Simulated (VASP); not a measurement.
Data:

```xyz
4
Lattice="3.5794 0.0000 0.0000 0.0000 3.5794 0.0000 0.0000 0.0000 3.5794" Properties=species:S:1:pos:R:3 pbc="T T T"
Al     0.0000     0.0000     0.0000
Ni     0.0000     1.7897     1.7897
Ni     1.7897     0.0000     1.7897
Ni     1.7897     1.7897     0.0000
```
Starting moments (μB, in the order of the record's atoms Al Ni Ni Ni): 0.0 0.2 0.2 0.2.

Level of theory: rev-vdW-DF2, VASP's PBE PAW potentials (set 64) (plane waves; VASP 6.6.1). Numerical set-up: 520 eV cut-off, 9×9×9 Γ-centred mesh, first-order Methfessel-Paxton smearing of 0.10 eV, potentials Al Ni.

Task: Predict the cell moment, energy per atom (σ→0), pressure, band gap (on the k-mesh) with the smallest direct gap where there is one.

Result: 
The band gap (on the k-mesh) is none (metal, semimetal or under 0.01 eV). The cell moment is 0.00 μB, the energy per atom (σ→0) is -3.457 eV/atom and the pressure comes out as -54.9 kbar.

The absolute energy has meaning only against runs of the same code, potentials and settings.

The compound is Ni3Al in the L1_2 structure. This cell is one point of a volume scan, at 1.03 of the reference volume.
